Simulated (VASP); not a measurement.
PbSe:

```
Pb Se
1.0
     0.00000    3.07408    3.07408
     3.07408    0.00000    3.07408
     3.07408    3.07408    0.00000
Pb Se
1 1
Direct
  0.00000 0.00000 0.00000
  0.50000 0.50000 0.50000
```

The cell was built by a generator and needn't be a form met in nature.

Program: VASP 6.6.1. Alike in all runs: potentials or basis VASP PAW PBE potentials, release 64 (Pb_d, Se); no spin polarisation; cell as given; cutoff (eV) 520; smearing gaussian 0.02 eV. Hardware: 4 MPI ranks on AMD EPYC 7R13 Processor (Zen 3) (shared host).

Question: Order these runs on this cell by their wall time, lowest first.
A. task electrostatic potential; level r2SCAN+rVV10; k mesh 10 × 10 × 10
B. task electrostatic potential; level PBE; k mesh 10 × 10 × 10
C. task band structure; level PBE; k mesh 10 × 10 × 10
D. task band structure; level HSE06; k mesh 6 × 6 × 6; grid for exact exchange (PRECFOCK) Fast; screening parameter 0.2 1/A
E. task electrostatic potential; level HSE06; k mesh 6 × 6 × 6; grid for exact exchange (PRECFOCK) Fast; screening parameter 0.2 1/A

Answer: B (8.5 s), C (21 s), A (79 s), E (330 s), D (2000 s).
